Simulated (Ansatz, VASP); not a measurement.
# Cross-check of InO (In2O2 monolayer) between VASP and Ansatz

Aim: how closely do two programs agree when they are given the same cell, functional and k mesh? The cell is taken from a series of runs on this material, whose earlier steps may have relaxed, scaled, displaced or heated it; both programs get it as it stands.

Calculated with Ansatz 0.2.0; plane waves, with VASP 6.6.1 beside it; single point at PBE with D3(BJ).

### Step 1. Starting point

The cell holds 4 atoms: 2 O and 2 In. Its edges and angles: a = 3.429 Å, b = 3.429 Å, c = 22.435 Å, α = 90.0°, β = 90.0°, γ = 120.0°. Vacuum lies along c.

### Step 2. Ansatz: single point, PBE with D3(BJ)

Ansatz runs on its default PAW (the set named soft_2) files.

A single point gives forces, pressure and levels at one fixed geometry, so differences don't come from the geometry; what else differs is listed under the comparison.

Input file input.yaml:

```yaml
crystal:
  lattice:
    - [3.4290091789, 0.0, 0.0]
    - [-1.7145045894, 2.9696090587, 0.0]
    - [0.0, 0.0, 22.4352856066]
  atoms:
    - { symbol: O, position: [0.3333333333, 0.6666666667, 0.4011537966] }
    - { symbol: In, position: [0.0, 0.0, 0.4367395149] }
    - { symbol: In, position: [0.0, 0.0, 0.5632604851] }
    - { symbol: O, position: [0.3333333333, 0.6666666667, 0.5988462034] }
kpoints:
  mp_grid: { grid: [18, 18, 1] }
  band_path:
    path: [[0, 0, 0], [0.5, 0, 0], [0.33333333, 0.33333333, 0], [0, 0, 0]]
    npoints: 16
hamiltonian:
  xc: pbe
  dispersion: d3bj
scf:
  occupations: { method: fermi_dirac, width: 0.05 }
  convergence: { dr2_threshold: 1.0e-10 }
efield:
  axis: 3
  dipole_correction: true
  ramp_position: 0.97
  ramp_width: 0.06
  amplitude: 0
output:
  dos: { projected: true, e_range: [-6, 5] }
  bader: true
  write_potential: true
  write_density: true
  volumetric_format: npy
  elf: true
```

Run with:

```
ansatz run input.yaml --threads 2 --pin off --max-ram 3072MiB --backend cpu --events-out ev --progress --plain --runs-dir out
```

Numbers of over 12 decimals in the logs are rounded to 6 here.

The program printed:

```text
Engine: ansatz 0.2.0, aarch64-unknown-linux-gnu
Pseudopotentials: kind: paw
Pseudopotential: O, paw, valence charge 6, recommended cutoff 420 eV (normal), O.paw.azcp
Pseudopotential: In, paw, valence charge 13, recommended cutoff 420 eV (normal), In.paw.azcp
Functional definition: PBE
  parameter kappa = 0.804
  parameter beta = 0.066725
  exchange = pbe_x(kappa = kappa, mu = beta*pi^2/3)
  correlation = pbe_c(beta = beta)
Crystal: 4 atoms, lattice volume = 228.454 Å³
Basis set: ecut = 420 eV, 4431 PW (Γ)
Bands: 23, of which v1, the nominal top of the filled ones, is band 19 counted from 1 (18 counted from 0)
Symmetry: 6 space group operations
k-points: 37 of 324 (time reversal used)
Non-local potential: O, projectors of the file, l = 0: 2, l = 1: 2, l = 2: 1
Non-local potential: In, projectors of the file, l = 0: 2, l = 1: 2, l = 2: 2, l = 3: 2
PAW form: soft (Blöchl's): semilocal exchange-correlation on the pseudo side does not see the compensation charge
PAW one-centre angular grid: O, 110 points (default); XC on 64 Gauss nodes
PAW one-centre angular grid: In, 590 points (default); XC on 64 Gauss nodes
Initial density: superposition of atomic densities (neutral atoms: chi_scale 0, normalization atom), corrected by the library's trained network
Initial wavefunctions: pseudopotential atomic-orbital guess
Functional: x = pbe(κ = 0.804, μ = 0.219515), c = pbe(β = 0.066725)
SCF iter   1: F=—  HF=-12330.527980 eV  |F-HF|=—  |Δ(HF+E_count)|=         —  Δρ=4.59e-3  dr2=6.40e-2  ethr=1.77e-3  p=0.000 e·Å  D=8.52e-14 V/Å  ΔV_dip=-0.00 eV  dr2_dipole=9.33e-10  V_vac-E_F(+/−)=6.11/6.11 eV  ⟨swp⟩=7.8  Hψ=4768  notcnv=0
efield: sawtooth ramp at fractional position 0.9700 (set: `efield.ramp_position`, or a place that a band, a saddle search or an elastic batch's reference lends), width 0.0600; the density the first Hamiltonian is built on has a dipole p = 0.000 e·Å; the dipole correction subtracts the counter field D = 8.52e-14 V/Å, which shifts the + side's vacuum level by -0.00 eV against the − side's; the planar-averaged density in the ramp window peaks in size at 3.1e-6 e/Å³
preconditioner: auto → none  [insulator: Δε(μ)=0.568 eV  Ē_g=14.720 eV  σ=0.050 eV  W_gap=0.98  n_scr=14 (ndim 8)  ℏωp=15.1 eV  f_vac=0.676  D(μ)=0.01/eV (n_scr^D=0)  ε∞_Penn≈2.1]
SCF iter   2: F=—  HF=-12330.534797 eV  |F-HF|=—  |Δ(HF+E_count)|=   6.82e-3  Δρ=5.64e-3  dr2=9.35e-2  ethr=1.68e-4  p=-0.000 e·Å  D=-1.92e-5 V/Å  ΔV_dip=0.00 eV  dr2_dipole=1.25e-7  V_vac-E_F(+/−)=6.05/6.05 eV  ⟨swp⟩=2.9  Hψ=2125  notcnv=0
SCF iter   3: F=—  HF=-12330.516301 eV  |F-HF|=—  |Δ(HF+E_count)|=   1.85e-2  Δρ=7.16e-4  dr2=8.94e-4  ethr=1.68e-4  p=0.000 e·Å  D=8.39e-5 V/Å  ΔV_dip=-0.00 eV  dr2_dipole=4.20e-7  V_vac-E_F(+/−)=6.16/6.16 eV  ⟨swp⟩=2.9  Hψ=1483  notcnv=0
SCF iter   4: F=—  HF=-12330.516929 eV  |F-HF|=—  |Δ(HF+E_count)|=   6.28e-4  Δρ=1.64e-4  dr2=1.15e-4  ethr=2.35e-6  p=-0.001 e·Å  D=-5.23e-4 V/Å  ΔV_dip=0.01 eV  dr2_dipole=2.14e-5  V_vac-E_F(+/−)=6.19/6.18 eV  ⟨swp⟩=2.5  Hψ=1482  notcnv=0
SCF iter   5: F=—  HF=-12330.517278 eV  |F-HF|=—  |Δ(HF+E_count)|=   3.49e-4  Δρ=5.08e-4  dr2=2.09e-3  ethr=3.02e-7  p=0.003 e·Å  D=2.46e-3 V/Å  ΔV_dip=-0.06 eV  dr2_dipole=4.84e-4  V_vac-E_F(+/−)=6.17/6.23 eV  ⟨swp⟩=2.6  Hψ=1704  notcnv=0  recentre
SCF iter   6: F=—  HF=-12330.517064 eV  |F-HF|=—  |Δ(HF+E_count)|=   2.14e-4  Δρ=2.71e-5  dr2=1.73e-6  ethr=3.02e-7  p=-0.000 e·Å  D=-2.56e-5 V/Å  ΔV_dip=0.00 eV  dr2_dipole=5.13e-8  V_vac-E_F(+/−)=6.20/6.20 eV  ⟨swp⟩=3.0  Hψ=1740  notcnv=0
SCF iter   7: F=—  HF=-12330.517018 eV  |F-HF|=—  |Δ(HF+E_count)|=   4.54e-5  Δρ=8.12e-6  dr2=1.36e-7  ethr=4.55e-9  p=-0.000 e·Å  D=-3.13e-6 V/Å  ΔV_dip=0.00 eV  dr2_dipole=1.41e-11  V_vac-E_F(+/−)=6.21/6.21 eV  ⟨swp⟩=3.1  Hψ=1778  notcnv=0
SCF iter   8: F=—  HF=-12330.517019 eV  |F-HF|=—  |Δ(HF+E_count)|=   5.68e-8  Δρ=2.78e-6  dr2=1.15e-8  ethr=3.57e-10  p=0.000 e·Å  D=5.05e-6 V/Å  ΔV_dip=-0.00 eV  dr2_dipole=4.24e-10  V_vac-E_F(+/−)=6.21/6.21 eV  ⟨swp⟩=2.2  Hψ=1486  notcnv=0
SCF iter   9: F=—  HF=-12330.517019 eV  |F-HF|=—  |Δ(HF+E_count)|=   1.59e-9  Δρ=1.24e-6  dr2=2.98e-9  ethr=3.03e-11  p=-0.000 e·Å  D=-3.86e-6 V/Å  ΔV_dip=0.00 eV  dr2_dipole=1.69e-10  V_vac-E_F(+/−)=6.21/6.21 eV  ⟨swp⟩=2.0  Hψ=1554  notcnv=0
SCF iter  10: F=—  HF=-12330.517019 eV  |F-HF|=—  |Δ(HF+E_count)|=  5.64e-11  Δρ=2.78e-7  dr2=1.25e-10  ethr=7.83e-12  p=0.000 e·Å  D=7.08e-7 V/Å  ΔV_dip=-0.00 eV  dr2_dipole=5.27e-12  V_vac-E_F(+/−)=6.21/6.21 eV  ⟨swp⟩=2.9  Hψ=1642  notcnv=0
SCF iter  11: F=-12330.517019 eV  HF=-12330.517019 eV  |F-HF|=7.82e-11  |Δ(HF+E_count)|=  2.58e-10  Δρ=7.28e-8  dr2=1.23e-11  ethr=1.00e-12  p=-0.000 e·Å  D=-1.21e-7 V/Å  ΔV_dip=0.00 eV  dr2_dipole=2.35e-13  V_vac-E_F(+/−)=6.21/6.21 eV  ⟨swp⟩=4.4  Hψ=2346  notcnv=0
SCF 1 converged in 11 iterations: F = -12330.517019 eV  dr2 = 1.23e-11
  greatest PAW one-centre occupation: 0.984 electrons in one spin orbital (limit 2), on the In atom at site 2 (counted from 0), in its partial waves of l = 2
NSCF: frozen V_eff on 49 k-points
efield: sawtooth ramp at fractional position 0.9700 (kept from the solve that this one continues, or follows in the run), width 0.0600; the density the first Hamiltonian is built on has a dipole p = -0.000 e·Å; the dipole correction subtracts the counter field D = -1.21e-7 V/Å, which shifts the + side's vacuum level by +0.00 eV against the − side's; the planar-averaged density in the ramp window peaks in size at 2.0e-6 e/Å³
WARN: The output density's exchange-correlation potential varies sharply where the density is thin. Do not read a vacuum level from v_tot or v_xc, or from such a field of the output density. On a cell that repeats whose density bears no net charge and no dipole along the vacuum's axis use v_es (v_loc + v_h of the components); under efield.dipole_correction with no amplitude use v_es + v_field, which holds any externa [...]
SCF converged after 11 iterations
Free energy (F): -12330.517019 eV
Harris-Foulkes:  -12330.517019 eV  (|F-HF|=7.82e-11)
Internal energy: -12330.516780 eV  (E = F + TS)
E sigma→0 (E₀):  -12330.516899 eV
Entropy (-TS):   -0.000239 eV (-0.060 meV/atom)
Fermi energy:    -1.911161 eV
Dipole field:    D = 0.000000 V/Å  (p = 0.000001 e·Å, saw-weighted, corrected)
Work function:   Φ+ = 6.2082 eV   Φ− = 6.2083 eV
Levels:          The Fermi level and band energies are counted from a zero that moves with the ramp; work functions are not
--- Per-component energies (eV) ---
  E_band       = -458.002042
  E_kinetic    = 834.568775
  E_local      = -28395.638575  (includes V_loc(G=0)·N_el)
  E_nonlocal   = 833.884511
  E_hartree    = 13668.671717
  E_xc         = -575.804746
  E_vxc        = -383.995300  (∫ρ·V_xc dr)
  E_paw        = -8629.919797  (= ΣΔE_a)
  E_vpaw       = -684.169362  (= ΣTr[D̂ρ^β])
  E_aug_tail   = 0.004810  (compensation charges beyond the density's cutoff)
  E_efield     = 0.000000  (sawtooth field / dipole correction)
  E_vefield    = 0.000000  (∫n·V_field dr)
  E_ewald      = 9934.290684
  E_disp       = -0.574159  (pairwise vdW)
  E_smearing   = -0.000239  (= −TS)
  E_closure    = 0.000000  (closes the sum)
  Σ components = -12330.517019   (vs F -12330.517019, Δ=0.00e0)
--- Band table (eV; the first three rows and the last of 37) ---
  k-point 0: bands = [... 15 lower, -3.8983, -3.8655, -3.8655, -2.9325, -1.7617, 1.1485, 3.8770, 4.0641]
  k-point 1: bands = [... 15 lower, -3.9886, -3.9260, -3.8911, -2.8767, -1.6006, 1.2512, 3.9174, 4.1169]
  k-point 2: bands = [... 15 lower, -4.2318, -4.0056, -3.9644, -2.7661, -1.2091, 1.5316, 4.0368, 4.2753]
  k-point 36: bands = [... 15 lower, -5.8911, -4.3228, -4.0481, -2.1999, 1.1190, 2.2734, 2.9209, 4.3402]
--- Bader charges: 4 sites ---
  site symbol  charge [e]  shift [e]
     0      O     -1.1558     0.0013
     1     In      1.1558     0.0013
     2     In      1.1558     0.0013
     3      O     -1.1558     0.0013
  estimated error of the sums over rays = 2.7e-4 e
```

In the SCF lines HF is the Harris–Foulkes energy and dr2 the Hartree energy of the density residual, in eV; the loop may stop once dr2 is under the threshold and the program's other checks hold. Hψ counts applications of the Hamiltonian.

### Step 3. VASP: single point, PBE with D3(BJ)

The same cell, functional, mesh and smearing now go to VASP, with its own data sets.

Lines of VASP's logs that name or quote its potential files are left out, and so is its time.

Input file INCAR:

```
SYSTEM = InO
PREC = Accurate
ENCUT = 520
EDIFF = 1E-06
NELM = 120
ISMEAR = -1
SIGMA = 0.05
LREAL = .FALSE.
ALGO = Normal
GGA = PE
IVDW = 12
NBANDS = 25
LORBIT = 11
LWAVE = .FALSE.
LCHARG = .FALSE.
ISIF = 2
LDIPOL = .TRUE.
IDIPOL = 3
DIPOL = 0.5 0.5 0.5
LVHAR = .TRUE.
LASPH = .TRUE.
GGA_COMPAT = .FALSE.
EFERMI = MIDGAP
NELMDL = -8
```

Input file POSCAR:

```
InO
1.0
    3.4290091789      0.0000000000      0.0000000000
   -1.7145045894      2.9696090587      0.0000000000
    0.0000000000      0.0000000000     22.4352856066
O In
2 2
Direct
    0.3333333333      0.6666666667      0.4011537966
    0.3333333333      0.6666666667      0.5988462034
    1.0000000000      0.0000000000      0.4367395149
    1.0000000000      0.0000000000      0.5632604851
```

Input file KPOINTS:

```
Automatic mesh
0
Gamma
18 18 1
0 0 0
```

PAW data sets: O and In_d (PBE family, release 64).

Run with:

```
mpirun -np 1 vasp_std
```

The program printed:

```text
[banner, memory and clock lines left out]
running    1 mpi-ranks, on    1 nodes
 distrk:  each k-point on    1 cores,    1 groups
 distr:  one band on    1 cores,    1 groups

 POSCAR found type information on POSCAR O In
 POSCAR found :  2 types and       4 ions
 LDA part: xc-table for (Slater+PW92), standard interpolation
 POSCAR, INCAR and KPOINTS ok, starting setup
 FFT: planning ... GRIDC
 FFT: planning ... GRID_SOFT
 FFT: planning ... GRID
 WAVECAR not read
 entering main loop
       N       E                     dE             d eps       ncg     rms          rms(c)
DAV:   1     0.376595483977E+03    0.37660E+03   -0.17385E+04  1930   0.139E+03
DAV:   2     0.358333631929E+02   -0.34076E+03   -0.33249E+03  2176   0.361E+02
DAV:   3    -0.216983216384E+02   -0.57532E+02   -0.56850E+02  2489   0.169E+02
DAV:   4    -0.234869145499E+02   -0.17886E+01   -0.17845E+01  2177   0.381E+01
DAV:   5    -0.235419788173E+02   -0.55064E-01   -0.55048E-01  2429   0.598E+00
DAV:   6    -0.235446454320E+02   -0.26666E-02   -0.26666E-02  2598   0.123E+00
DAV:   7    -0.235447645339E+02   -0.11910E-03   -0.11910E-03  2687   0.220E-01
DAV:   8    -0.235447710148E+02   -0.64809E-05   -0.64810E-05  2634   0.398E-02    0.134E+01
DAV:   9    -0.196275448919E+02    0.39172E+01   -0.21844E+01  2946   0.511E+01    0.139E+01
DAV:  10    -0.195198473240E+02    0.10770E+00   -0.19999E+00  2180   0.106E+01    0.427E+00
DAV:  11    -0.194413442246E+02    0.78503E-01   -0.52291E-01  2808   0.532E+00    0.175E+00
DAV:  12    -0.194223543133E+02    0.18990E-01   -0.87776E-02  2802   0.321E+00    0.764E-01
DAV:  13    -0.194179322176E+02    0.44221E-02   -0.27213E-02  3028   0.175E+00    0.373E-01
DAV:  14    -0.194184507271E+02   -0.51851E-03   -0.38292E-03  2258   0.424E-01    0.304E-01
[...]
DAV:  19    -0.194184521539E+02   -0.71668E-04   -0.34671E-05  2352   0.476E-02    0.152E-02
DAV:  20    -0.194185004337E+02   -0.48280E-04   -0.62868E-06  2368   0.155E-02    0.475E-03
DAV:  21    -0.194185261980E+02   -0.25764E-04   -0.97694E-07  1633   0.768E-03    0.531E-03
DAV:  22    -0.194185317802E+02   -0.55822E-05   -0.35369E-07  1578   0.352E-03    0.435E-03
DAV:  23    -0.194185379000E+02   -0.61198E-05   -0.23939E-07  1459   0.229E-03    0.982E-04
DAV:  24    -0.194185415345E+02   -0.36344E-05   -0.30515E-07  1534   0.423E-03    0.208E-03
DAV:  25    -0.194185441586E+02   -0.26241E-05   -0.11344E-07  1545   0.306E-03    0.757E-04
DAV:  26    -0.194185450854E+02   -0.92681E-06   -0.33252E-08  1608   0.152E-03
   1 F= -.19992635E+02 E0= -.19992503E+02  d E =-.263262E-03
```

OUTCAR, selected parts (step 3):

```text
ion  position               nearest neighbor table
   1  0.333  0.667  0.401-   3 2.13   3 2.13   3 2.13
   2  0.333  0.667  0.599-   4 2.13   4 2.13   4 2.13
   3  0.000  0.000  0.437-   1 2.13   1 2.13   1 2.13   4 2.84
   4  0.000  0.000  0.563-   2 2.13   2 2.13   2 2.13   3 2.84

  LATTYP: Found a hexagonal cell.
 ALAT       =     3.4290091789
 C/A-ratio  =     6.5427896037

 Subroutine GETGRP returns: Found 12 space group operations
 (whereof 12 operations were pure point group operations)

The static configuration has the point symmetry D_3h.

 Found     37 irreducible k-points:

   k-points           NKPTS =     37   k-points in BZ     NKDIM =     37   number of bands    NBANDS=     25

   dimension x,y,z NGX =    28 NGY =   28 NGZ =  168
   dimension x,y,z NGXF=    56 NGYF=   56 NGZF=  336

   ENCUT  =  520.0 eV  38.22 Ry    6.18 a.u.   6.38  6.38 41.71*2*pi/ulx,y,z

   NELECT =      38.0000    total number of electrons

 k-points in reciprocal lattice and weights: Automatic mesh
   0.00000000  0.00000000  0.00000000       0.003
   0.05555556 -0.00000000  0.00000000       0.019
   0.11111111 -0.00000000  0.00000000       0.019
   0.16666667  0.00000000  0.00000000       0.019
   0.22222222  0.00000000  0.00000000       0.019
   0.27777778 -0.00000000  0.00000000       0.019
   0.33333333  0.00000000  0.00000000       0.019
   0.38888889  0.00000000  0.00000000       0.019
   0.44444444  0.00000000  0.00000000       0.019
[...]
0.33333333  0.27777778  0.00000000       0.037
   0.33333333  0.33333333  0.00000000       0.006

 dipolmoment           0.000000      0.000000     -0.000000 electrons x Angstroem

 average (electrostatic) potential at core
       1 -77.4925       2 -77.4925       3-103.0431       4-103.0431

 E-fermi :  -2.7510

 k-point     1 :       0.0000    0.0000    0.0000
  band No.  band energies     occupation
    ...
     15      -4.7301      2.00000
     16      -4.7301      2.00000
     17      -4.6973      2.00000
     18      -4.6973      2.00000
     19      -3.7678      2.00000
     20      -2.6077      0.10767
     21       0.3136      0.00000
     22       3.0620      0.00000
     23       3.2565      0.00000
     24       3.8949      0.00000
    ...

 k-point     2 :       0.0556   -0.0000    0.0000
  band No.  band energies     occupation
    ...
     15      -4.8612      2.00000
     16      -4.8206      2.00000
     17      -4.7578      2.00000
     18      -4.7228      2.00000
     19      -3.7114      2.00000
     20      -2.4458      0.00446
     21       0.4163      0.00000
     22       3.1021      0.00000
     23       3.3093      0.00000
     24       3.9466      0.00000
    ...

 k-point     3 :       0.1111   -0.0000    0.0000
  band No.  band energies     occupation
    ...
     15      -5.1717      2.00000
     16      -5.0631      2.00000
     17      -4.8372      2.00000
     18      -4.7962      2.00000
     19      -3.5998      2.00000
     20      -2.0532      0.00000
     21       0.6966      0.00000
     22       3.2203      0.00000
     23       3.4675      0.00000
     24       4.1007      0.00000
    ...

 Edisp (eV)   -0.57409

  Total       0.17152     0.17152    -0.00056     0.00000     0.00000    -0.00000
  in kB       1.20285     1.20285    -0.00392     0.00000     0.00000    -0.00000
  external pressure =        0.80 kB  Pullay stress =        0.00 kB

  energy-cutoff  :      520.00
  volume of cell :      228.45
      direct lattice vectors                 reciprocal lattice vectors
     3.429009179  0.000000000  0.000000000     0.291629432  0.168372331  0.000000000
    -1.714504589  2.969609059  0.000000000     0.000000000  0.336744662  0.000000000
     0.000000000  0.000000000 22.435285607     0.000000000  0.000000000  0.044572644

 POSITION                                       TOTAL-FORCE (eV/Angst)
 -----------------------------------------------------------------------------------
     -0.00000      1.97974      9.00000         0.000000      0.000000     -0.037271
     -0.00000      1.97974     13.43529        -0.000000     -0.000000      0.037271
      0.00000      0.00000      9.79838         0.000000     -0.000000      0.033903
      0.00000      0.00000     12.63691         0.000000      0.000000     -0.033903
 -----------------------------------------------------------------------------------
    total drift:                                0.000000     -0.000000     -0.000000

  FREE ENERGIE OF THE ION-ELECTRON SYSTEM (eV)
  ---------------------------------------------------
  free  energy   TOTEN  =       -19.9926346682 eV

  energy  without entropy=      -19.9923714065  energy(sigma->0) =      -19.99250304

 vacuum level on the upper side and lower side of the slab         3.471         3.471

 total charge
# of ion       s       p       d       tot
------------------------------------------
    1        1.571   3.382   0.000   4.953
    2        1.571   3.382   0.000   4.953
    3        0.788   0.656   9.960  11.404
    4        0.788   0.656   9.960  11.404
--------------------------------------------------
tot          4.719   8.074  19.919  32.713

[... 3 further parts left out ...]
```

### Step 4. Side by side

Known differences besides the potentials themselves: the cutoff is 420 eV in Ansatz and 520 eV in VASP. Total energies have different zeros and are not compared.

The two programs side by side:

```tsv
quantity	Ansatz	VASP	difference
gap on the k mesh (eV)	0.438	0.427	+0.011
```

A gap on the mesh is an upper bound, since the band edges may lie between its points. With vacuum in the cell, a pressure given here is an average over mostly empty space and none of the material.

### Step 5. Outcome

* difference in gap on the k mesh (single point, PBE with D3(BJ)): 0.011 eV

What this shows: The difference in gap on the k mesh is 0.011 eV (single point, PBE with D3(BJ)), within the 0.08 eV picked in this series as the mark of a large difference. How closely two codes agree says nothing of how well the functional describes the real material.

[Lines on the potential files, build, host, timing and source positions are cut from VASP's logs without a mark.]

[Logs are printed without paths, hosts, clocks, repeated set-up lines and the standing remarks that a program may print on its own settings, such as how far it seeks lower states.]

[Hosts, paths, dates, database ids (printed as entryN), source tags and the programs' standing remarks are cut or masked in the printed files.]
